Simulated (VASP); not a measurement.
Method: PBE GGA with D3 dispersion (Becke-Johnson damping), VASP's PBE PAW potentials (set 64) (plane waves; VASP).

The input files of a VASP run:

File POSCAR:
```
C
1
    0.0000000000     1.7430485698     1.7430485698
    1.7430485698     0.0000000000     1.7430485698
    1.7430485698     1.7430485698     0.0000000000
C
2
Direct
  0.0000000000   0.0000000000   0.0000000000
  0.2500000000   0.2500000000   0.2500000000
```

**INCAR**
```
# general
SYSTEM = C
PREC   = Accurate
ENCUT  = 520
LREAL  = .FALSE.
LASPH  = .TRUE.

# electronic loop
EDIFF  = 1E-7
NELM   = 100
ALGO   = Normal

# smearing
ISMEAR = 0
SIGMA  = 0.05

# functional
GGA    = PE
IVDW   = 12

# ions
ISIF   = 2

# output
LWAVE  = .FALSE.
LCHARG = .FALSE.
```

File KPOINTS:
```
Automatic
0
Gamma
 13 13 13
```

POTCAR, in this order: C (PBE.64 set). Program: vasp_std.

**Question.** Predict the energy per atom (σ→0), dispersion energy, pressure.

**Answer.** 
```json
{
  "energy per atom (σ→0)": "-9.253 eV/atom",
  "dispersion_energy": "-0.410 eV",
  "pressure": "30.73 GPa"
}
```

File OSZICAR:
```
...
DAV:   6    -0.182909295389E+02    0.58492E+00   -0.44501E-01  1384   0.543E+00    0.366E+00
DAV:   7    -0.180944685373E+02    0.19646E+00   -0.48397E-01  1568   0.577E+00    0.880E-01
DAV:   8    -0.180958323935E+02   -0.13639E-02   -0.18240E-03  1384   0.507E-01    0.508E-02
DAV:   9    -0.180958402363E+02   -0.78428E-05   -0.13555E-04  1936   0.104E-01    0.279E-02
DAV:  10    -0.180958523339E+02   -0.12098E-04   -0.12137E-05  1400   0.417E-02    0.710E-03
DAV:  11    -0.180958521745E+02    0.15942E-06   -0.33659E-08  1768   0.215E-03    0.130E-03
DAV:  12    -0.180958521647E+02    0.97821E-08   -0.94277E-09   672   0.128E-03
   1 F= -.18505578E+02 E0= -.18505578E+02  d E =-.145467E-21
```

The compound is C in the diamond structure. This cell is one point of a volume scan, at 0.94 of the reference volume.
